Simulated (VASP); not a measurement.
Given:

```yaml
crystal:
  lattice:
    - [3.95433, 0.00000, 0.00000]
    - [-1.97716, 3.42455, 0.00000]
    - [0.00000, 0.00000, 3.53206]
  atoms:
    - { symbol: In, position: [0.00000, 0.00000, 0.00000] }
    - { symbol: As, position: [0.66667, 0.33333, 0.50000] }
```

Computed with r2SCAN meta-GGA, VASP's PBE PAW potentials (set 64) (plane waves; VASP). Settings: 400 eV cut-off, 12×12×12 Γ-centred mesh, tetrahedra with Blöchl corrections, potentials In_d As.

**Question.** Give the energies of bands 7 to 12 at the high-symmetry points, in eV from the Fermi level.

**Answer.** 
```csv
band,Γ,M,K,A,L,H
7,-0.99,-6.77,-6.60,-7.28,-4.81,-4.09
8,-0.54,-2.10,-4.28,0.76,-3.94,-3.74
9,-0.44,0.91,1.29,0.76,-2.67,-2.82
10,-0.44,1.02,4.85,3.53,0.06,-1.63
11,4.84,5.73,4.99,4.47,3.49,0.40
12,4.84,6.32,6.23,5.83,4.22,7.59
```

It has no gap at this level: it comes out as a metal or semimetal.

The structure was generated: InAs was put into the WC type (P-6m2), which need not be its known phase. It was relaxed first, which changed the volume by +13 %.
